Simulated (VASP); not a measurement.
Data:

```xyz
3
Lattice="0.0000 2.7212 2.7212 2.7212 0.0000 2.7212 2.7212 2.7212 0.0000" Properties=species:S:1:pos:R:3 pbc="T T T"
Ca     2.7212     2.7212     5.4424
F      1.3606     1.3606     1.3606
F      4.0818     4.0818     4.0818
```

Computed with LDA (Ceperley-Alder, Perdew-Zunger), VASP's LDA PAW potentials (set 64) (plane waves; VASP). Run with 520 eV cut-off, 7×7×7 Γ-centred mesh, Gaussian smearing of 0.050 eV, potentials Ca_sv F.

Q: The job: CaF₂ (fluorite), 3 atoms, LDA, static run, 520 eV, 7×7×7 Γ-centred mesh. Roughly how much core time does it take on a busy server core?

A: About 10 core-seconds (one run on a shared machine, a rough figure). It had 20 irreducible k-points, 16 bands, up to 1096 plane waves and 14 electronic steps.

The compound is CaF2 in the fluorite structure. This cell is one point of a volume scan, at 1.06 of the reference volume.
